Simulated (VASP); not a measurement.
Data:

```
CELL_PARAMETERS angstrom
      2.63021     0.00000     0.00000
      0.00000     2.63021     0.00000
      0.00000     0.00000     2.63021
ATOMIC_POSITIONS crystal
  Ti 0.00000 0.00000 0.00000
```

Computed with r2SCAN meta-GGA, VASP's PBE PAW potentials (set 64) (plane waves; VASP). Settings: 400 eV cut-off, 15×15×15 Γ-centred mesh, tetrahedra with Blöchl corrections, potentials Ti_sv.

Question: Tabulate the total density of states (states/eV per cell) against energy (eV; zero at the valence-band maximum or, without a gap, the Fermi level).

Answer: 
```
E (eV) | DOS (states/eV)
    -9.98 |  0.00
    -9.74 |  0.00
    -9.50 |  0.00
    -9.26 |  0.00
    -9.02 |  0.00
    -8.90 |  0.00
    -8.66 |  0.00
    -8.42 |  0.00
    -8.18 |  0.00
    -7.94 |  0.00
    -7.70 |  0.00
    -7.46 |  0.00
    -7.22 |  0.00
    -6.98 |  0.00
    -6.74 |  0.00
    -6.62 |  0.00
    -6.38 |  0.00
    -6.14 |  0.00
    -5.90 |  0.03
    -5.66 | # 0.06
    -5.42 | # 0.07
    -5.18 | # 0.09
    -4.94 | # 0.11
    -4.70 | # 0.12
    -4.46 | # 0.14
    -4.34 | ## 0.15
    -4.10 | ## 0.17
    -3.86 | ## 0.19
    -3.62 | ## 0.22
    -3.38 | ### 0.25
    -3.14 | ### 0.28
    -2.90 | ### 0.33
    -2.66 | ####### 0.64
    -2.42 | ############ 1.12
    -2.18 | ############## 1.35
    -2.06 | ############## 1.35
    -1.82 | ############## 1.36
    -1.58 | ######### 0.91
    -1.34 | ### 0.31
    -1.10 | #### 0.43
    -0.86 | ########### 1.11
    -0.62 | ########################## 2.47
    -0.38 | ##################### 1.99
    -0.14 | ####################### 2.18
     0.10 | ################### 1.83
     0.22 | #################### 1.97
     0.46 | ################## 1.71
     0.70 | ############ 1.18
     0.94 | ######## 0.76
     1.18 | ###### 0.60
     1.42 | ######### 0.86
     1.66 | ################ 1.52
     1.90 | ############# 1.30
     2.14 | ############### 1.42
     2.38 | ################### 1.85
     2.50 | ################## 1.78
     2.74 | ############## 1.40
     2.98 | ####################### 2.22
     3.22 | ############################## 2.90
     3.46 | ######################## 2.27
```
Within 2 eV below the Fermi level the largest weight inside VASP's projection spheres is Ti d.

The structure was generated: Ti was put into the simple-cubic type (Pm-3m), which need not be its known phase. It was relaxed first, which changed the volume by -8 %.
